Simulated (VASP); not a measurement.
The system is Ti2SiTe2.

```xyz
5
Lattice="-1.8250 1.8250 8.0500 1.8250 -1.8250 8.0500 1.8250 1.8250 -8.0500" Properties=species:S:1:pos:R:3 pbc="T T T"
Ti    0.0000    0.0000    6.6976
Ti    0.0000    0.0000    9.4024
Si    0.0000    0.0000    0.0000
Te    0.0000    0.0000   13.2020
Te    0.0000    0.0000    2.8980
```

The cell was built by a generator and needn't be a form met in nature.

* Program: VASP 6.6.1
* Task: relaxation of cell and atoms
* Functional: PBE
* Potentials or basis: VASP PAW PBE potentials, release 64 (Ti_sv, Si, Te)
* Cutoff: 520 eV
* k mesh: 5 × 5 × 5
* Occupations: gaussian, width 0.15 eV
* Spin: no spin polarisation

At the start: pressure -4.7 GPa; volume 21.45 Å³/atom.

**Question.** How do energy, volume and symmetry change on relaxing?

**Answer.** Over 16 steps the energy falls by 79.7 meV/atom and the volume is 21.18 Å³/atom (-1.3 %); space group I4/mmm (No. 139, to 0.05 Å).

Step by step:
```tsv
step	energy change (eV)	largest force (eV/Å)	pressure (GPa)	volume (Å³)
1	0.0000	1.3896	-4.67	107.25
2	-0.1851	0.4624	3.38	97.83
3	-0.1996	0.6769	1.73	99.58
4	-0.2742	0.3547	1.27	100.69
5	-0.3199	0.4261	1.17	102.04
6	-0.3256	0.5283	1.16	102.66
7	-0.3593	0.3712	-1.09	106.04
8	-0.3594	0.3779	-1.39	106.23
9	-0.3828	0.2816	-0.83	106.08
10	-0.3833	0.3592	-0.03	105.89
11	-0.3874	0.3145	-0.39	105.98
12	-0.3943	0.1155	0.42	105.24
13	-0.3945	0.0930	0.40	105.13
14	-0.3941	0.0483	0.76	104.91
15	-0.3945	0.0763	0.68	105.07
16	-0.3983	0.0794	0.24	105.89
```

Final structure:
```yaml
crystal:
  lattice:
    - [-1.77553, 1.77553, 8.39744]
    - [1.77553, -1.77553, 8.39744]
    - [1.77553, 1.77553, -8.39744]
  atoms:
    - { symbol: Ti, position: [0.42272, 0.42272, 0.00000] }
    - { symbol: Ti, position: [0.57728, 0.57728, 0.00000] }
    - { symbol: Si, position: [0.00000, 0.00000, 0.00000] }
    - { symbol: Te, position: [0.83472, 0.83472, 0.00000] }
    - { symbol: Te, position: [0.16528, 0.16528, 0.00000] }
```

Caveat: the k mesh is coarse (spacing up to 0.49 Å⁻¹), so the values aren't converged.
